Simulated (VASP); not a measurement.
Given:

```xyz
1
Lattice="0.0000 1.8596 1.8596 1.8596 0.0000 1.8596 1.8596 1.8596 0.0000" Properties=species:S:1:pos:R:3 pbc="T T T"
Rh     0.0000     0.0000     0.0000
```

These are PBE GGA, VASP's PBE PAW potentials (set 64) (plane waves; VASP) values and carry that method's errors. Settings: 300 eV cut-off, 12×12×12 Γ-centred mesh, Gaussian smearing of 0.20 eV, potentials Rh_pv.

At this cut-off the stress carries a Pulay error, which pulls relaxed volumes low.

Question: What does the run give for the energy per atom (σ→0), pressure, band gap (on the k-mesh) with the smallest direct gap where there is one?

Answer: 
```yaml
band gap (on the k-mesh): none (metal, semimetal or under 0.01 eV)
energy per atom (σ→0): -7.172 eV/atom
pressure: 27.87 GPa
```

Only differences to runs with the same potentials and settings are physical.

The structure comes from a computed database's Rh entry; how it stands against other phases isn't given here. The cell was not relaxed at this level.
